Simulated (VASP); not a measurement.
**Ta2SiN2: relaxation of cell and atoms with PBE**

The system is Ta2SiN2.

```xyz
10
Lattice="6.5814 0.0000 0.0000 0.0000 6.5814 0.0000 0.0000 0.0000 3.1197" Properties=species:S:1:pos:R:3 pbc="T T T"
Ta    4.4102    1.1194    1.5598
Ta    2.1713    5.4620    1.5598
Ta    1.1194    2.1713    1.5598
Ta    5.4620    4.4102    1.5598
Si    3.2907    3.2907    0.0000
Si    0.0000    0.0000    0.0000
N     0.8358    4.1266    0.0000
N     5.7456    2.4549    0.0000
N     4.1266    5.7456    0.0000
N     2.4549    0.8358    0.0000
```

The cell was built by a generator and needn't be a form met in nature.

```yaml
Program: VASP 6.6.1
Task: relaxation of cell and atoms
Functional: PBE
Potentials_or_basis: VASP PAW PBE potentials, release 64 (Ta_pv, Si, N)
Cutoff: 520 eV
k_mesh: 2 × 2 × 5
Occupations: gaussian, width 0.15 eV
Spin: no spin polarisation
Further_INCAR_settings: PREC = Normal; LREAL = Auto; ALGO = Fast; EDIFF = 0.0001; IBRION = 2; EDIFFG = -0.08; NSW = 24; ISIF = 3
```

The relaxed volume is 11.38 Å³/atom and the relaxed cell is a = 6.338 Å, b = 6.338 Å, c = 2.832 Å, α = 90.00°, β = 90.00°, γ = 90.00°. The space group after relaxing (to 0.05 Å) is P4/mbm (No. 127). The energy gained by relaxing is 282.3 meV/atom. The ionic steps are 13 and the pressure after relaxing is 0.2 GPa. The largest force after relaxing is 0.021 eV/Å and the band gap on the k mesh is none (metal or under the smearing width).

Forces on the atoms (eV/Å):
```
Ta   0.015  0.015  0.000
Ta  -0.015 -0.015  0.000
Ta   0.015 -0.015  0.000
Ta  -0.015  0.015  0.000
Si   0.000  0.000  0.000
Si   0.000  0.000  0.000
N    0.000  0.000  0.000
N    0.000  0.000  0.000
N    0.000  0.000  0.000
N    0.000  0.000  0.000
```

Stress tensor (GPa, compression positive):
```
0.14 0.00 0.00
0.00 0.14 0.00
0.00 0.00 0.27
```

The path:
| step | energy change (eV) | largest force (eV/Å) | pressure (GPa) | volume (Å³) |
| --- | --- | --- | --- | --- |
| 1 | 0.0000 | 0.7596 | -29.82 | 135.13 |
| 2 | 2.3252 | 0.8900 | 88.46 | 91.50 |
| 3 | -2.6364 | 0.7543 | -1.16 | 114.05 |
| 4 | -2.6473 | 0.7561 | 1.03 | 113.11 |
| 5 | -2.6477 | 0.7570 | 1.85 | 112.69 |
| 6 | -2.8075 | 0.2674 | 0.94 | 113.25 |
| 7 | -2.8148 | 0.1785 | 0.77 | 113.38 |
| 8 | -2.8150 | 0.1738 | 0.88 | 113.40 |
| 9 | -2.8149 | 0.1666 | 0.80 | 113.42 |
| 10 | -2.8202 | 0.0223 | -1.18 | 114.34 |
| 11 | -2.8209 | 0.0678 | -0.89 | 114.11 |
| 12 | -2.8218 | 0.0941 | 0.46 | 113.55 |
| 13 | -2.8228 | 0.0209 | 0.19 | 113.77 |

Final structure:
```
Ta Si N
1.0
     6.33839    0.00000    0.00000
     0.00000    6.33839    0.00000
     0.00000    0.00000    2.83196
Ta Si N
4 2 4
Direct
  0.66274 0.16274 0.50000
  0.33726 0.83726 0.50000
  0.16274 0.33726 0.50000
  0.83726 0.66274 0.50000
  0.50000 0.50000 0.00000
  0.00000 0.00000 0.00000
  0.13358 0.63358 0.00000
  0.86642 0.36642 0.00000
  0.63358 0.86642 0.00000
  0.36642 0.13358 0.00000
```

Levels at points of the mesh, in eV from the Fermi level:
```
           k point  band 32  band 33  band 34  band 35  band 36  band 37  band 38  band 39  band 40  band 41
(0.00, 0.00, 0.00)    -2.46    -1.76    -1.76    -0.34    -0.34     0.63     1.38     1.38     1.74     1.76
(0.50, 0.00, 0.00)    -2.09    -1.38    -1.38    -0.58    -0.58     0.47     0.47     1.63     1.63     2.12
(0.50, 0.50, 0.00)    -3.03    -1.29    -1.29    -0.01    -0.01     0.26     0.26     1.77     1.77     2.10
```

Wall time 2.8 min on 2 MPI ranks on Intel(R) Xeon(R) Platinum 8259CL CPU @ 2.50GHz (Skylake/Cascade Lake), on a shared host, peak memory 0.19 GiB a rank.

Caveat: the k mesh is coarse (spacing up to 0.48 Å⁻¹), so the values aren't converged; the volume moved by over 15 % at a fixed basis, so the end points are rough; the relaxation stopped at a loose force limit of 0.08 eV/Å, so its end isn't a converged minimum. Spin-orbit coupling is left out, which matters for the levels of Ta.
